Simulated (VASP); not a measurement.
A run of VASP 6.6.1:

Contents of INCAR:

```
PREC = Accurate
ENCUT = 520
EDIFF = 1E-6
ISMEAR = 0
SIGMA = 0.03
LREAL = F
LASPH = T
NELM = 150
ALGO = Normal
ISIF = 2
LWAVE = F
LCHARG = F
METAGGA = R2SCAN
LMIXTAU = T
NBANDS = 31
KPAR = 4
```

Contents of KPOINTS:

```
regular mesh
0
Gamma
  10 10 10
```

File POSCAR:

```
BeCd2S3
1.0
   -1.9320800000      1.9320800000      8.7200400000
    1.9320800000     -1.9320800000      8.7200400000
    1.9320800000      1.9320800000     -8.7200400000
Be Cd S
1 2 3
Direct
    0.0000000000      0.0000000000      0.0000000000
    0.6560570000      0.6560570000      0.0000000000
    0.3439430000      0.3439430000      0.0000000000
    0.4388430000      0.9388430000      0.5000000000
    0.0611570000      0.5611570000      0.5000000000
    0.7500000000      0.2500000000      0.5000000000
```

Potentials or basis: VASP PAW PBE potentials, release 64 (Be, Cd, S).

Run with:

```console
$ cat potpaw_PBE.64/Be/POTCAR potpaw_PBE.64/Cd/POTCAR potpaw_PBE.64/S/POTCAR > POTCAR
$ mpirun -np 4 vasp_std > vasp.out
```

Hardware: 4 MPI ranks on Intel(R) Xeon(R) Platinum 8488C (Sapphire Rapids), on a shared host.

Q: Estimate the wall time of this run.

A: Wall time 39 min on 4 MPI ranks on Intel(R) Xeon(R) Platinum 8488C (Sapphire Rapids), on a shared host, peak memory 1.1 GiB a rank. Counts: scf iterations 22, k points 102.
